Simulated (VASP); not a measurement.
Given:

```xyz
3
Lattice="0.0000 2.8272 2.8272 2.8272 0.0000 2.8272 2.8272 2.8272 0.0000" Properties=species:S:1:pos:R:3 pbc="T T T"
Li     1.4136     1.4136     1.4136
Li     4.2408     4.2408     4.2408
S      0.0000     0.0000     0.0000
```

The numbers are results of PBEsol GGA, VASP's PBE PAW potentials (set 64) (plane waves; VASP), not measurements. Numerical set-up: 620 eV cut-off, 7×7×7 Γ-centred mesh, Gaussian smearing of 0.050 eV, potentials Li_sv S.

Task: Estimate the energy per atom (σ→0).

Result: 
```
Property                       Result
---------------------  --------------
energy per atom (σ→0)  -4.126 eV/atom
```

The compound is Li2S in the antifluorite structure. It was relaxed first.
